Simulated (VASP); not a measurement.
Energy against volume of Si (diamond). Calculation: vdW-DF-cx, VASP's PBE PAW potentials (set 64) (plane waves; VASP 6.6.1).

```tsv
V (Å³/atom)	E (eV/atom)
18.982	-4.34125
19.587	-4.35923
20.193	-4.36484
20.799	-4.35989
21.405	-4.34592
```

Problem. Fit a third-order Birch-Murnaghan equation of state.

Solution. 
```json
{
  "volume_per_atom": "20.20 Å³/atom",
  "bulk_modulus": "92.8 GPa",
  "pressure_derivative_of_the_bulk_modulus": "4.28",
  "lattice_constant_a": "5.447 Å"
}
```

Measured: bulk modulus 101 GPa at 0 K (computed value off by -7.9 %), as given by Jianwei Sun et al., Physical Review B (2011), doi:10.1103/physrevb.84.035117 [0 K value with zero-point phonon effects removed]; a 5.421 Å at 0 K (computed value off by +0.5 %), as given by Daniel Mejia-Rodriguez et al., Physical Review B (2018), arXiv:1807.09216 [static lattice: zero-point anharmonic expansion removed].

The compound is Si in the diamond structure. It was relaxed first.
